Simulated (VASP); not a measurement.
Fe2KP2 (space group I4/mmm): computed properties

Method: PBEsol GGA, VASP's PBE PAW potentials (set 64) (plane waves; VASP).

- space group: I4/mmm (139)
- cell: a = 3.7459 Å, b = 3.7459 Å, c = 12.4012 Å, α = 90.00°, β = 90.00°, γ = 90.00°
- volume per atom: 17.40 Å³/atom
- band gap (over mesh and band path): none (metal, semimetal or under 0.01 eV)
- band gap with spin-orbit coupling: none (metallic)
- density: 4.06 g/cm³

```cif
data_Fe4K2P4
_chemical_formula_sum 'K2 Fe4 P4'
_space_group_name_H-M_alt 'I4/mmm'
_space_group_IT_number 139
_space_group_name_Hall '-I 4 2'
_cell_length_a 3.74589
_cell_length_b 3.74589
_cell_length_c 12.40122
_cell_angle_alpha 90.000
_cell_angle_beta 90.000
_cell_angle_gamma 90.000
loop_
_atom_site_label
_atom_site_type_symbol
_atom_site_symmetry_multiplicity
_atom_site_Wyckoff_symbol
_atom_site_fract_x
_atom_site_fract_y
_atom_site_fract_z
_atom_site_occupancy
K1 K 2 a 0.00000 0.00000 0.00000 1
Fe1 Fe 4 d 0.00000 0.50000 0.25000 1
P1 P 4 e 0.00000 0.00000 0.33756 1
```
(The calculation used a cell of 5 atoms; values per cell refer to that cell.)

The structure comes from a computed database's Fe2KP2 entry (I4/mmm); how it stands against other phases isn't given here. It was relaxed first. Symmetry was kept, so distortions that lower it aren't found. The run is not spin-polarised, so no magnetic state was tried. The electron count is odd and the run is not spin-polarised, which forces a metal.
